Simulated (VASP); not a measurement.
Output of a VASP run:

### OSZICAR
```
       N       E                     dE             d eps       ncg     rms          rms(c)
DAV:   1     0.464119566021E+02    0.46412E+02   -0.87601E+03  3488   0.152E+03
DAV:   2    -0.647110622007E+01   -0.52883E+02   -0.51378E+02  3376   0.746E+02
DAV:   3    -0.868314047375E+01   -0.22120E+01   -0.21137E+01  3500   0.681E+01
DAV:   4    -0.877026295884E+01   -0.87122E-01   -0.81302E-01  3573   0.870E+00
DAV:   5    -0.877242424342E+01   -0.21613E-02   -0.21482E-02  3437   0.193E+00    0.277E+01
DAV:   6    -0.877697303427E+01   -0.45488E-02   -0.26312E-02  3299   0.410E+00    0.165E+01
DAV:   7    -0.879265794270E+01   -0.15685E-01   -0.49320E-02  3169   0.540E+00    0.407E-01
DAV:   8    -0.879257137144E+01    0.86571E-04   -0.31355E-03  3220   0.736E-01    0.119E-01
DAV:   9    -0.879257398622E+01   -0.26148E-05   -0.16842E-04  3343   0.211E-01    0.249E-02
DAV:  10    -0.879257015007E+01    0.38362E-05   -0.16040E-05  3376   0.605E-02    0.246E-02
DAV:  11    -0.879257043155E+01   -0.28148E-06   -0.93548E-07  3271   0.142E-02    0.230E-03
DAV:  12    -0.879257059668E+01   -0.16513E-06   -0.39386E-08  1778   0.500E-03    0.148E-03
DAV:  13    -0.879257058649E+01    0.10189E-07   -0.16182E-08  1688   0.789E-03
   1 F= -.95167120E+01 E0= -.95160706E+01  d E =-.951671E+01
       N       E                     dE             d eps       ncg     rms          rms(c)
DAV:   1    -0.879258476259E+01   -0.14166E-04   -0.29401E-03  3094   0.806E-01    0.409E-02
DAV:   2    -0.879254562611E+01    0.39136E-04   -0.89424E-05  3337   0.132E-01    0.237E-02
DAV:   3    -0.879252582968E+01    0.19796E-04   -0.21629E-05  3782   0.621E-02    0.132E-02
DAV:   4    -0.879252571268E+01    0.11701E-06   -0.25541E-06  3028   0.152E-02    0.513E-03
DAV:   5    -0.879252569975E+01    0.12927E-07   -0.10133E-07  1686   0.609E-03
   2 F= -.95167399E+01 E0= -.95160662E+01  d E =-.279141E-04
```

File OUTCAR:
```
------------------------ aborting loop because EDIFF is reached ----------------------------------------
 Edisp (eV)   -0.72421
  FORCE on cell =-STRESS in cart. coord.  units (eV):
  Direction    XX          YY          ZZ          XY          YZ          ZX
  --------------------------------------------------------------------------------------
  Total       1.20104     1.20104     1.18350     0.00000     0.00000     0.00000
  in kB      36.54875    36.54875    36.01475     0.00000     0.00000     0.00000
  external pressure =       36.37 kB  Pullay stress =        0.00 kB
  volume of cell :       52.65
      direct lattice vectors                 reciprocal lattice vectors
     1.697753554 -2.940595501 -0.000000000     0.294506820 -0.170033587 -0.000000000
     1.697753554  2.940595501  0.000000000     0.294506820  0.170033587 -0.000000000
     0.000000000  0.000000000  5.272991436    -0.000000000 -0.000000000  0.189645671
 POSITION                                       TOTAL-FORCE (eV/Angst)
 -----------------------------------------------------------------------------------
      1.69775      0.98020      1.31825        -0.000000      0.000000      0.000000
      1.69775     -0.98020      3.95474         0.000000     -0.000000      0.000000
 -----------------------------------------------------------------------------------
    total drift:                                0.000000      0.000063     -0.000012
  FREE ENERGIE OF THE ION-ELECTRON SYSTEM (eV)
  ---------------------------------------------------
  free  energy   TOTEN  =        -9.5167399159 eV

  energy  without entropy=       -9.5147186518  energy(sigma->0) =       -9.51606616

 reached required accuracy - stopping structural energy minimisation
```
(Selected blocks of OUTCAR.)

### POSCAR
```
Lu
1
    1.6970573527    -2.9393896406     0.0000000000
    1.6970573527     2.9393896406     0.0000000000
    0.0000000000     0.0000000000     5.2773187171
Lu
2
Direct
  0.3333330000   0.6666670000   0.2500000000
  0.6666670000   0.3333330000   0.7500000000
```

**Question.** Reconstruct the remaining input files.

**Answer.** One answer among several that fit: the input of the run itself, PBE GGA with D3 dispersion (zero damping), plane waves, VASP's PBE PAW potentials (set 64).

### INCAR
```
ALGO = Normal
EDIFF = 1E-7
EDIFFG = -0.01
ENCUT = 520
GGA = PE
IBRION = 2
ISIF = 4
ISMEAR = 1
IVDW = 11
LASPH = .TRUE.
LCHARG = .FALSE.
LMAXMIX = 6
LREAL = .FALSE.
LWAVE = .FALSE.
NELM = 100
NSW = 30
PREC = Accurate
SIGMA = 0.1
SYSTEM = Lu
```

**KPOINTS**
```
Regular mesh
0
G
12 12 7
```

POTCAR, in this order: Lu_3 (PBE.64 set). Program: vasp_std.

The compound is Lu in the hcp structure. This cell is one point of a volume scan, at 0.94 of the reference volume. Symmetry was kept, so distortions that lower it aren't found.
